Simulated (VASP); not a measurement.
Input:

```
NbC
1.0
    2.76387     0.00000     0.00000
    0.00000     2.76387     0.00000
    0.00000     0.00000     2.76387
Nb C
1 1
Direct
  0.00000   0.00000   0.00000
  0.50000   0.50000   0.50000
```

Level of theory: PBEsol GGA, VASP's PBE PAW potentials (set 64) (plane waves; VASP). Settings: 520 eV cut-off, Gaussian smearing of 0.050 eV, potentials Nb_sv C.

Task: What does the run give for the band gap (along the path) with the smallest direct gap where there is one?

Result: 
```json
{
 "band gap (along the path)": "none (metal, semimetal or under 0.01 eV)"
}
```

The absolute energy has meaning only against runs of the same code, potentials and settings.

The structure was generated: NbC was put into the CsCl type type (Pm-3m), which need not be its known phase. It was relaxed first, which changed the volume by -30 %. The electron count is odd and the run is not spin-polarised, which forces a metal.
